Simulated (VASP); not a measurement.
Consider the following.

```yaml
crystal:
  lattice:
    - [0.00000, 2.73427, 2.73427]
    - [2.73427, 0.00000, 2.73427]
    - [2.73427, 2.73427, 0.00000]
  atoms:
    - { symbol: Si, position: [0.00000, 0.00000, 0.00000] }
    - { symbol: Si, position: [0.25000, 0.25000, 0.25000] }
```

All values below come from PBE0 hybrid, VASP's PBE PAW potentials (set 64) (plane waves; VASP 6.6.1). Run with 520 eV cut-off, 6×6×6 Γ-centred mesh, Gaussian smearing of 0.050 eV, potentials Si.

Q: What does the run give for the energy per atom (σ→0), pressure, band gap (over mesh and band path) with the smallest direct gap where there is one?

A: 
band gap (over mesh and band path): 1.84 eV
smallest direct gap (over mesh and band path): 3.98 eV
energy per atom (σ→0): -6.774 eV/atom
pressure: -1.98 GPa

The absolute energy has meaning only against runs of the same code, potentials and settings.

The compound is Si in the diamond structure. It was relaxed first. The cell's shape comes from a PBE relaxation.
